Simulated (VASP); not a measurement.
NaLaMnMoO6: single point with PBE

Crystal: NaLaMnMoO6.

```
Na La Mn Mo O
1.0
     5.10934   -0.00669    0.01056
    -0.23945    5.68925    0.00703
    -0.92899   -2.82542    5.11884
Na La Mn Mo O
1 1 1 1 6
Cartesian
  1.9223 1.9516 0.3919
  -0.6075 1.8350 3.5165
  1.8742 -0.9083 2.0852
  4.0976 4.6175 1.5746
  2.6717 1.1441 5.1017
  2.9598 3.6581 2.8448
  3.1703 0.4987 1.9182
  0.4613 3.2483 1.8839
  0.7994 -0.1395 0.5996
  0.3708 -0.2245 3.2390
```

The cell was built by a generator and needn't be a form met in nature.

| Quantity | Value |
| --- | --- |
| Program | VASP 6.6.1 |
| Task | single point |
| Functional | PBE |
| Potentials or basis | VASP PAW PBE potentials, release 64 (Na_pv, La, Mn_pv, Mo_sv, O) |
| Cutoff | 520 eV |
| k mesh | 6 × 6 × 5 |
| Occupations | fermi-dirac, width 0.05 eV |
| Spin | collinear spin, ferromagnetic start |
| Starting moments | [0.0, 0.0, 4.0, 1.0, 0.0, 0.0, 0.0, 0.0, 0.0, 0.0] μB |
| Further INCAR settings | ALGO = Normal; EDIFF = 1e-07; NBANDS = 56 |

```
Pressure                                              : 0.2 GPa
Largest force                                         : 0.114 eV/Å
Band gap on the k mesh                                : 0.84 eV, indirect (least direct gap 1.09 eV)
Net moment                                            : 3.00 μB per cell
Site moments                                          : Na +0.00; La +0.02; Mn +3.03; Mo -0.31; O +0.02, +0.00, -0.00, +0.01, +0.07 μB
Valence electrons inside the program's atomic spheres : Na 6.02; La 8.57; Mn 11.68; Mo 12.44; O 5.00, 5.01, 5.02
```

Forces in eV/Å, atoms in the order of the input:
```
Na   0.001  0.002 -0.001
La  -0.001 -0.006 -0.007
Mn  -0.030  0.011 -0.002
Mo   0.055  0.035  0.043
O   -0.022 -0.030 -0.082
O    0.035 -0.088  0.063
O    0.026  0.092  0.005
O   -0.016 -0.073  0.006
O   -0.006  0.019 -0.060
O   -0.041  0.039  0.034
```

Stress tensor (GPa, compression positive):
```
 0.33  0.01  0.04
 0.01  0.18 -0.02
 0.04 -0.02  0.19
```

Levels at points of the mesh, in eV from the valence-band top:
Spin up:
| k point | band 40 | band 41 | band 42 | band 43 | band 44 | band 45 |
| --- | --- | --- | --- | --- | --- | --- |
| (0.00, 0.00, 0.00) | -1.48 | -1.19 | -0.59 | 0.94 | 1.50 | 1.93 |
| (0.50, 0.00, 0.00) | -1.37 | -1.26 | -0.42 | 1.21 | 1.27 | 1.48 |
| (0.00, 0.50, 0.00) | -1.40 | -1.21 | -0.58 | 0.96 | 1.38 | 1.70 |
| (0.50, 0.50, 0.00) | -1.29 | -1.18 | -0.44 | 1.11 | 1.33 | 1.44 |
Spin down:
```csv
k point,band 37,band 38,band 39,band 40,band 41,band 42
"(0.00, 0.00, 0.00)",-2.40,-2.01,-0.41,1.02,1.19,1.48
"(0.50, 0.00, 0.00)",-2.48,-2.12,0.00,1.12,1.28,1.35
"(0.00, 0.50, 0.00)",-2.63,-2.04,-0.47,0.92,1.13,1.48
"(0.50, 0.50, 0.00)",-2.42,-2.02,-0.04,1.17,1.24,1.32
```

Run time: 10 min on 4 MPI ranks on Intel(R) Xeon(R) Platinum 8488C (Sapphire Rapids), with other jobs on the host, peak memory 1.2 GiB a rank.

Caveat: spin-orbit coupling is left out, which moves the levels of the heavy elements; an odd mesh through Γ misses points on the zone boundary, where band edges often lie; a cell with one magnetic atom can't hold antiferromagnetic order, which such compounds often take.
